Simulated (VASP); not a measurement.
These are optB86b-vdW, VASP's PBE PAW potentials (set 64) (plane waves; VASP) values and carry that method's errors.

VASP input:

**POSCAR**
```
GaAs
1
    0.0000000000     2.8536844761     2.8536844761
    2.8536844761     0.0000000000     2.8536844761
    2.8536844761     2.8536844761     0.0000000000
Ga As
1 1
Direct
  0.0000000000   0.0000000000   0.0000000000
  0.2500000000   0.2500000000   0.2500000000
```

INCAR:
```
SYSTEM = GaAs
PREC = Accurate
ENCUT = 520
EDIFF = 1E-7
NELM = 100
ALGO = Normal
LREAL = .FALSE.
LASPH = .TRUE.
ISMEAR = 0
SIGMA = 0.05
GGA = MK
PARAM1 = 0.1234
PARAM2 = 1.0
LUSE_VDW = .TRUE.
AGGAC = 0.0
LMAXMIX = 4
LWAVE = .FALSE.
LCHARG = .FALSE.
LORBIT = 11
ICHARG = 11
```

### KPOINTS
```
k-points along high-symmetry lines
15
Line-mode
Reciprocal
  0.000000   0.000000   0.000000 ! GAMMA
 -0.500000  -0.500000   0.000000 ! X

 -0.500000  -0.500000   0.000000 ! X
 -0.375000  -0.375000   0.250000 ! U

 -0.375000   0.000000   0.375000 ! K
  0.000000   0.000000   0.000000 ! GAMMA

  0.000000   0.000000   0.000000 ! GAMMA
  0.000000   0.000000   0.500000 ! L

  0.000000   0.000000   0.500000 ! L
 -0.500000  -0.250000   0.250000 ! W

 -0.500000  -0.250000   0.250000 ! W
 -0.500000  -0.500000   0.000000 ! X
```

POTCAR, in this order: Ga_d As (PBE.64 set). Program: vasp_std. Read from the step before: CHGCAR.

What VASP printed:

**OSZICAR**
```
       N       E                     dE             d eps       ncg     rms          rms(c)
DAV:   1     0.867284487888E+02    0.86728E+02   -0.92673E+03  2356   0.189E+03
DAV:   2     0.465048668456E+01   -0.82078E+02   -0.79167E+02  2550   0.333E+02
DAV:   3    -0.179407237734E+01   -0.64446E+01   -0.63123E+01  2950   0.752E+01
DAV:   4    -0.191043003047E+01   -0.11636E+00   -0.11623E+00  2697   0.110E+01
DAV:   5    -0.191250622400E+01   -0.20762E-02   -0.20760E-02  2898   0.130E+00
DAV:   6    -0.191259714667E+01   -0.90923E-04   -0.90922E-04  3325   0.235E-01
DAV:   7    -0.191259779592E+01   -0.64924E-06   -0.64964E-06  2875   0.165E-02
DAV:   8    -0.191259782358E+01   -0.27661E-07   -0.27723E-07  2112   0.251E-03
   1 F= -.19125978E+01 E0= -.19125876E+01  d E =-.204789E-04
```

**OUTCAR**
```
 val. band max:        3.5881570322   @ k =   0.0000   0.0000   0.0000

 cond. band min:       3.8137091312   @ k =   0.0000   0.0000   0.0000



 k-point     1 :       0.0000    0.0000    0.0000
  band No.  band energies     occupation
      1     -11.2385      2.00000
      2     -11.2385      2.00000
      3     -11.2385      2.00000
      4     -11.1668      2.00000
      5     -11.1668      2.00000
      6      -8.9565      2.00000
      7       3.5882      1.99921
      8       3.5882      1.99921
      9       3.5882      1.99921
     10       3.8137      0.00250
     11       7.2775      0.00000
     12       7.2775      0.00000
     13       7.2775      0.00000

 k-point     2 :      -0.0357   -0.0357    0.0000
  band No.  band energies     occupation
      1     -11.2402      2.00000
      2     -11.2380      2.00000
      3     -11.2380      2.00000
      4     -11.1670      2.00000
      5     -11.1667      2.00000
      6      -8.9373      2.00000
      7       3.0631      2.00000
      8       3.5233      2.00000
      9       3.5233      2.00000
     10       4.3352      0.00000
     11       7.2048      0.00000
     12       7.3665      0.00000
     13       7.3665      0.00000

 k-point     3 :      -0.0714   -0.0714    0.0000
  band No.  band energies     occupation
      1     -11.2449      2.00000
      2     -11.2365      2.00000
      3     -11.2365      2.00000
      4     -11.1676      2.00000
      5     -11.1663      2.00000
      6      -8.8798      2.00000
      7       2.4440      2.00000
      8       3.3466      2.00000
      9       3.3466      2.00000
     10       4.9375      0.00000
     11       7.0144      0.00000
     12       7.6155      0.00000
     13       7.6155      0.00000

 k-point     4 :      -0.1071   -0.1071    0.0000
  band No.  band energies     occupation
      1     -11.2521      2.00000
      2     -11.2339      2.00000
      3     -11.2339      2.00000
      4     -11.1687      2.00000
...
```

The density is held fixed in this step, so its total energy and stress have no physical meaning.

The compound is GaAs in the zinc blende structure. It was relaxed first.
